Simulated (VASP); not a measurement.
MgB2 (AlB2 type) is relaxed at rising pressure, each step from the one before. Symmetry mostly holds the structure type, and other phases were not tried. The mesh follows the cell, and a change of mesh leaves a small step in the series.

Given:

```yaml
crystal:
  lattice:
    - [1.53475, -2.65827, 0.00000]
    - [1.53475, 2.65827, 0.00000]
    - [0.00000, 0.00000, 3.53392]
  atoms:
    - { symbol: Mg, position: [0.00000, 0.00000, 0.00000] }
    - { symbol: B, position: [0.33333, 0.66667, 0.50000] }
    - { symbol: B, position: [0.66667, 0.33333, 0.50000] }
```

The numbers are results of PBE GGA, VASP's PBE PAW potentials (set 64) (plane waves; VASP 6.6.1), not measurements. Numerical set-up: 620 eV cut-off, 11×11×9 Γ-centred mesh, first-order Methfessel-Paxton smearing of 0.10 eV, potentials Mg B.

```json
[
 {"P (GPa)": "0", "V (Å³/atom)": "9.61", "H − H(0) (eV/atom)": "0.000", "space group": "P6/mmm", "gap on the mesh (eV)": "0.00", "k-mesh": "11×11×9"},
 {"P (GPa)": "5", "V (Å³/atom)": "9.28", "H − H(0) (eV/atom)": "0.293", "space group": "P6/mmm", "gap on the mesh (eV)": "0.00", "k-mesh": "12×12×9"},
 {"P (GPa)": "10", "V (Å³/atom)": "9.02", "H − H(0) (eV/atom)": "0.579", "space group": "P6/mmm", "gap on the mesh (eV)": "0.00", "k-mesh": "12×12×9"},
 {"P (GPa)": "20", "V (Å³/atom)": "8.58", "H − H(0) (eV/atom)": "1.128", "space group": "P6/mmm", "gap on the mesh (eV)": "0.00", "k-mesh": "12×12×9"},
 {"P (GPa)": "30", "V (Å³/atom)": "8.21", "H − H(0) (eV/atom)": "1.651", "space group": "P6/mmm", "gap on the mesh (eV)": "0.00", "k-mesh": "12×12×9"},
 {"P (GPa)": "45", "V (Å³/atom)": "7.78", "H − H(0) (eV/atom)": "2.402", "space group": "P6/mmm", "gap on the mesh (eV)": "0.00", "k-mesh": "12×12×10"}
]
```

Pressures at which the relaxation failed are left out.

The compound is MgB2 in the AlB2 type structure.
